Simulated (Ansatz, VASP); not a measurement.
Be2Cd in VASP and in Ansatz

Contents of INCAR:

```
SYSTEM = Be2Cd
PREC     = Accurate       ! precision mode
ENCUT    = 520            ! plane-wave cutoff, eV
EDIFF    = 1E-6           ! SCF threshold, eV
ISMEAR   = 0              ! smearing method
SIGMA    = 0.1            ! smearing width, eV
LREAL    = .False.        ! projectors in reciprocal space
LASPH    = .True.         ! aspherical terms in the spheres
NELM     = 100            ! most SCF steps
ALGO     = Normal         ! electronic algorithm
ISIF     = 2              ! what is computed and relaxed
LWAVE    = .False.        ! write WAVECAR
LCHARG   = .False.        ! write CHGCAR
LDIPOL   = .True.       
IDIPOL   = 3            
DIPOL    = 0.5 0.5 0.500
GGA      = PE             ! functional
NBANDS   = 15             ! bands
```

Contents of KPOINTS:

```
Automatic mesh
0
Gamma
  4 4 1
  0 0 0
```

POSCAR

```
Be2Cd
1.0
    4.0456280000      0.0000000000      0.0000000000
   -0.9419540000      3.9344420000      0.0000000000
    0.0000000000      0.0000000000     14.0000000000
Be Cd
2 1
Direct
    0.3152091800      0.6847908200      0.5000000000
    0.6847908200      0.3152091800      0.5000000000
    0.0000000000      0.0000000000      0.5000000000
```

Input for Ansatz:

```yaml
crystal:
  lattice:
    - [4.045628, 0.0, 0.0]
    - [-0.941954, 3.934442, 0.0]
    - [0.0, 0.0, 14.0]
  atoms:
    - { symbol: Be, position: [0.31520918, 0.68479082, 0.5] }
    - { symbol: Be, position: [0.68479082, 0.31520918, 0.5] }
    - { symbol: Cd, position: [0.0, 0.0, 0.5] }
  periodic: [true, true, false]
basis:
  ecutwfc: 420
kpoints:
  mp_grid: { grid: [4, 4, 1] }
hamiltonian:
  xc: pbe
scf:
  occupations: { method: gaussian, width: 0.1 }
  lower_state_search: "off"
output:
  forces: true
  stress: true
  eigenvalues: true
```

Alike in both runs: task single point; functional PBE; k mesh 4 × 4 × 1; occupations gaussian, width 0.1 eV; no spin polarisation.

|  | VASP | Ansatz |
| --- | --- | --- |
| version | VASP 6.6.1 | Ansatz 0.2.0 |
| potentials or method | VASP PAW PBE potentials, release 64 (Be, Cd) | scalar-relativistic, plane waves, PAW |
| plane-wave cutoff (eV) | 520 | 420 |
| valence electrons in the cell | 16 | 24 |

VASP gave:

- gap on the k mesh at the Fermi level (eV): none
- rms of the force components (eV/Å): 1.967

Q: Which values does Ansatz return?

A: gap on the k mesh at the Fermi level (eV): none; rms of the force components (eV/Å): 1.942.

Atom by atom the forces differ by 0.024 eV/Å (rms over components). A gap of «none» marks a metal or a gap that the smearing closes. The two sets of potentials don't hold the same shells in valence. Ansatz warned: «slab_cell_height_set».

Caveats: the k mesh is coarse (spacing up to 0.40 Å⁻¹), so the values aren't converged.
